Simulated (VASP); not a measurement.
The system is HWCl6.

```
H W Cl
1.0
    -3.44000    3.44000    3.97000
     3.44000   -3.44000    3.97000
     3.44000    3.44000   -3.97000
H W Cl
1 1 6
Cartesian
  0.0000 0.0000 3.9700
  0.0000 0.0000 0.0000
  0.0000 0.0000 2.3979
  0.0000 0.0000 5.5421
  1.3760 2.4080 3.9700
  1.0320 4.8160 0.0000
  2.4080 -1.3760 3.9700
  2.0640 1.0320 0.0000
```

The cell was built by a generator and needn't be a form met in nature.

```yaml
Program: VASP 6.6.1
Task: relaxation of cell and atoms
Functional: PBE
Potentials_or_basis: VASP PAW PBE potentials, release 64 (H, W_sv, Cl)
Cutoff: 520 eV
k_mesh: 3 × 3 × 3
Occupations: gaussian, width 0.15 eV
Spin: no spin polarisation
```

At the start: pressure 2.3 GPa; volume 23.49 Å³/atom.

Question: Where does the relaxation end?

Answer: Over 18 steps the energy falls by 73.4 meV/atom and the volume is 31.40 Å³/atom (+33.7 %); space group I4/m (No. 87, to 0.05 Å).

The path:
```csv
step,energy change (eV),largest force (eV/Å),pressure (GPa),volume (Å³)
1,0.0000,0.4991,2.33,187.92
2,-0.1370,0.7921,0.05,197.36
3,-0.1768,0.9875,-1.17,204.13
4,-0.2742,0.6849,-0.53,206.55
5,-0.3676,0.2070,0.43,210.11
6,-0.3545,0.9729,2.77,217.35
7,-0.3963,0.2740,1.42,213.20
8,-0.4588,0.2263,0.87,219.43
9,-0.5236,0.1112,0.40,229.16
10,-0.5730,0.3688,-0.13,249.19
11,-0.5737,0.4197,-0.08,251.94
12,-0.5718,0.5380,-0.27,257.49
13,-0.5734,0.4754,-0.29,254.56
14,-0.5737,0.4417,-0.30,253.08
15,-0.5843,0.1112,0.20,251.08
16,-0.5843,0.1364,0.17,250.94
17,-0.5867,0.0917,-0.02,251.28
18,-0.5871,0.0757,0.06,251.20
```

Final structure:
```
CELL_PARAMETERS angstrom
-3.95890 3.95890 4.00683
3.95890 -3.95890 4.00683
3.95890 3.95890 -4.00683
ATOMIC_POSITIONS crystal
H 0.50000 0.50000 0.00000
W 0.00000 0.00000 0.00000
Cl 0.30680 0.30680 0.00000
Cl 0.69320 0.69320 0.00000
Cl 0.88214 0.73509 0.61723
Cl 0.73509 0.11786 0.85295
Cl 0.26491 0.88214 0.14705
Cl 0.11786 0.26491 0.38277
```

Caveat: the k mesh is coarse (spacing up to 0.43 Å⁻¹), so the values aren't converged; the volume moved by over 15 % at a fixed basis, so the end points are rough; an odd number of electrons without spin polarisation forces a metal; a magnetic or distorted state may lie lower.
